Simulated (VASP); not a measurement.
Computed with revPBE GGA, VASP's PBE PAW potentials (set 64) (plane waves; VASP 6.6.1).

A VASP calculation is set up with these files.

### KPOINTS
```
Regular mesh
0
Gamma
9 9 9
0 0 0
```

### INCAR
```
SYSTEM  =  Ni3Si
PREC  =  Accurate; ENCUT  =  520; LREAL  =  .FALSE.
LASPH  =  .TRUE.
EDIFF  =  1E-7; NELM  =  100; ALGO  =  Normal
LMAXMIX  =  4
ISMEAR  =  1; SIGMA  =  0.1
GGA  =  RE
ISIF  =  2
LWAVE  =  .FALSE.; LCHARG  =  .FALSE.
```

**POSCAR**
```
Ni3Si
1
    3.5613904722     0.0000000000     0.0000000000
    0.0000000000     3.5613904722     0.0000000000
    0.0000000000     0.0000000000     3.5613904722
Si Ni
1 3
Direct
  0.0000000000   0.0000000000   0.0000000000
  0.0000000000   0.5000000000   0.5000000000
  0.5000000000   0.0000000000   0.5000000000
  0.5000000000   0.5000000000   0.0000000000
```

POTCAR, in this order: Si Ni (PBE.64 set). Program: vasp_std.

What does the run give for the energy per atom (σ→0), pressure, band gap (on the k-mesh)?

```yaml
energy per atom (σ→0): -5.535 eV/atom
band gap (on the k-mesh): none (metal, semimetal or under 0.01 eV)
pressure: -56.0 kbar
```

OSZICAR:
```
...
DAV:  10    -0.221408649726E+02    0.20015E-02   -0.31330E-03  1954   0.433E-01    0.257E-01
DAV:  11    -0.221404489300E+02    0.41604E-03   -0.88360E-04  2245   0.355E-01    0.530E-02
DAV:  12    -0.221404363757E+02    0.12554E-04   -0.12345E-04  1616   0.133E-01    0.153E-02
DAV:  13    -0.221404352748E+02    0.11009E-05   -0.80173E-06  1696   0.190E-02    0.909E-03
DAV:  14    -0.221404346216E+02    0.65324E-06   -0.56926E-07  1619   0.815E-03    0.299E-03
DAV:  15    -0.221404344985E+02    0.12310E-06   -0.21338E-07  1118   0.592E-03    0.831E-04
DAV:  16    -0.221404345484E+02   -0.49931E-07   -0.26556E-08   825   0.173E-03
   1 F= -.22140435E+02 E0= -.22140501E+02  d E =0.199733E-03
```

The compound is Ni3Si in the L1_2 structure. This cell is one point of a volume scan, at 1.03 of the reference volume. The run is not spin-polarised, so no magnetic state was tried.
